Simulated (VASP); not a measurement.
Data:

```xyz
4
Lattice="2.2340 -3.8344 0.0000 2.2340 3.8344 0.0000 0.0000 0.0000 4.5772" Properties=species:S:1:pos:R:3 pbc="T T T"
Ga     2.2340     2.6409     4.1995
Ga     2.2340     1.1935     1.9109
Ga     2.2340    -1.1935     2.6664
Ga     2.2340    -2.6409     0.3777
```

Level of theory: optB86b-vdW, VASP's PBE PAW potentials (set 64) (plane waves; VASP). Numerical set-up: 520 eV cut-off, Gaussian smearing of 0.050 eV, potentials Ga_d.

Estimate the band gap (along the path) with the smallest direct gap where there is one.

| Quantity | Result |
|---|---|
| band gap (along the path) | none (metal, semimetal or under 0.01 eV) |

The absolute energy has meaning only against runs of the same code, potentials and settings.

The compound is Ga in the alpha structure. It was relaxed first.
